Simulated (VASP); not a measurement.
Output of a VASP run:

**OSZICAR**
```
       N       E                     dE             d eps       ncg     rms          rms(c)
DAV:   1     0.927752617454E+02    0.92775E+02   -0.74739E+03   832   0.116E+03
DAV:   2     0.355155047574E-01   -0.92740E+02   -0.89704E+02  1154   0.179E+02
DAV:   3    -0.588286944926E+01   -0.59184E+01   -0.58675E+01   982   0.525E+01
DAV:   4    -0.594076073650E+01   -0.57891E-01   -0.57818E-01   937   0.602E+00
DAV:   5    -0.594121042114E+01   -0.44968E-03   -0.44965E-03  1037   0.527E-01    0.647E+00
DAV:   6    -0.589229108474E+01    0.48919E-01   -0.38190E-02   907   0.144E+00    0.400E+00
DAV:   7    -0.587933986358E+01    0.12951E-01   -0.73107E-02   922   0.198E+00    0.196E-01
DAV:   8    -0.587857601006E+01    0.76385E-03   -0.11037E-02   842   0.752E-01    0.110E-01
DAV:   9    -0.587866799082E+01   -0.91981E-04   -0.30844E-04  1057   0.144E-01    0.334E-02
DAV:  10    -0.587868695013E+01   -0.18959E-04   -0.50731E-05   912   0.609E-02    0.102E-02
DAV:  11    -0.587868875007E+01   -0.17999E-05   -0.11457E-05   967   0.235E-02    0.442E-03
DAV:  12    -0.587868811749E+01    0.63258E-06   -0.23517E-06   867   0.111E-02    0.310E-03
DAV:  13    -0.587868794657E+01    0.17092E-06   -0.40219E-07  1012   0.414E-03    0.429E-04
DAV:  14    -0.587868791188E+01    0.34684E-07   -0.53694E-08   451   0.169E-03
   1 F= -.58786879E+01 E0= -.58786879E+01  d E =0.000000E+00
```

### OUTCAR
```
------------------------ aborting loop because EDIFF is reached ----------------------------------------
  FORCE on cell =-STRESS in cart. coord.  units (eV):
  Direction    XX          YY          ZZ          XY          YZ          ZX
  --------------------------------------------------------------------------------------
  Total        0.0094079      0.0094079     -0.0183473      0.0000000     -0.0000000      0.0000000
  in kB        0.1992850      0.1992850     -0.3886476      0.0000000     -0.0000000      0.0000000
  external PRESSURE =       0.0033075 kB  Pullay stress =       0.0000000 kB
  volume of cell :       75.64
      direct lattice vectors                 reciprocal lattice vectors
     2.056051777 -3.561186129  0.000000000     0.243184537 -0.140402659  0.000000000
     2.056051777  3.561186129  0.000000000     0.243184537  0.140402659  0.000000000
     0.000000000  0.000000000  5.164968410     0.000000000  0.000000000  0.193612026
 POSITION                                       TOTAL-FORCE (eV/Angst)
 -----------------------------------------------------------------------------------
      0.50611      0.87660      3.44331        -0.001423     -0.002465      0.000000
      3.09989      0.00000      0.00000         0.002846      0.000000      0.000000
      0.50611     -0.87660      1.72165        -0.001423      0.002465     -0.000000
 -----------------------------------------------------------------------------------
    total drift:                               -0.000222     -0.000435      0.000011
  FREE ENERGIE OF THE ION-ELECTRON SYSTEM (eV)
  ---------------------------------------------------
  free  energy   TOTEN  =        -5.8786879119 eV

  energy  without entropy=       -5.8786879119  energy(sigma->0) =       -5.87868791

 total charge

# of ion       s       p       d       tot
------------------------------------------
    1        1.525   2.133   0.051   3.709
    2        1.525   2.133   0.051   3.709
    3        1.525   2.133   0.051   3.709
--------------------------------------------------
tot          4.575   6.398   0.154  11.127

 Electric field gradients after diagonalization (V/A^2)
 (convention: |V_zz| > |V_xx| > |V_yy|)
----------------------------------------------------------------------
 ion       V_xx      V_yy      V_zz     asymmetry (V_yy - V_xx)/ V_zz
----------------------------------------------------------------------
   1     302.626   156.639  -459.264       0.318
   2     302.626   156.639  -459.265       0.318
   3     302.626   156.639  -459.264       0.318
```
(Selected blocks of OUTCAR.)

POSCAR:
```
Se
1
    2.0560517771    -3.5611861290     0.0000000000
    2.0560517771     3.5611861290     0.0000000000
    0.0000000000     0.0000000000     5.1649684095
Se
3
Direct
  0.0000000000   0.2461549604   0.6666670000
  0.7538450396   0.7538450396   0.0000000000
  0.2461549604   0.0000000000   0.3333330000
```

**Question.** Write an INCAR and KPOINTS that could have produced this output.

**Answer.** One answer among several that fit: the input of the run itself, optB86b-vdW, plane waves, VASP's PBE PAW potentials (set 64).

File KPOINTS:
```
Automatic mesh
0
Gamma
7 7 5
0 0 0
```

### INCAR
```
! general
SYSTEM    =  Se
PREC      =  Accurate
ENCUT     =  520
LREAL     =  .FALSE.
LASPH     =  .TRUE.

! electronic loop
EDIFF     =  1E-7
NELM      =  100
ALGO      =  Normal
LMAXMIX   =  4

! smearing
ISMEAR    =  -5

! functional
GGA       =  MK
LUSE_VDW  =  .TRUE.
AGGAC     =  0.0
PARAM1    =  0.1234
PARAM2    =  1.0

! ions
ISIF      =  2

! output
LWAVE     =  .FALSE.
LCHARG    =  .TRUE.
LORBIT    =  11
NEDOS     =  601

! other
LEFG      =  .TRUE.
```

POTCAR, in this order: Se (PBE.64 set). Program: vasp_std.

The compound is Se in the trig structure. It was relaxed first, which changed the volume by -8 %.
